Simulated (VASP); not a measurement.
HfMoC2:

```
Hf Mo C
1.0
     3.19142    0.00000    0.00000
     0.00000    3.19142    0.00000
     0.00000    0.00000    4.48516
Hf Mo C
1 1 2
Direct
  0.00000 0.00000 0.00000
  0.50000 0.50000 0.50000
  0.50000 0.50000 0.00000
  0.00000 0.00000 0.50000
```

The cell comes from a database or a generator and needn't be the stable form of this composition.

* Program: VASP 6.6.1
* Task: single point
* Functional: PBE
* Potentials or basis: VASP PAW PBE potentials, release 64 (Hf_pv, Mo_sv, C)
* Cutoff: 520 eV
* k mesh: 8 × 8 × 6
* Occupations: fermi-dirac, width 0.05 eV
* Spin: no spin polarisation

On this cell: pressure -1.4 GPa; largest force under 0.003 eV/Å; band gap on the k mesh none (metal or under the smearing width).

The same run follows on a disturbed copy (atoms moved at random, drawn with an rms of 0.05 Å):

```
Hf Mo C
1.0
     3.19142    0.00000    0.00000
     0.00000    3.19142    0.00000
     0.00000    0.00000    4.48516
Hf Mo C
1 1 2
Direct
  0.99128 0.00120 0.99060
  0.50708 0.49844 0.50548
  0.49023 0.47725 0.01013
  0.01134 0.99367 0.49604
```

Question: What does the disturbed cell give?

Answer: The energy (extrapolated to zero smearing) moves by +23.5 meV/atom; pressure -0.7 GPa; largest force 1.284 eV/Å; band gap on the k mesh none (metal or under the smearing width).

Forces on the atoms (eV/Å):
```
Hf   0.280 -0.823  0.945
Mo  -0.310 -0.149 -0.556
C    0.271  0.995 -0.510
C   -0.241 -0.023  0.120
```

Stress tensor (GPa, compression positive):
```
 0.62  0.02  0.14
 0.02  0.54  0.09
 0.14  0.09 -3.36
```
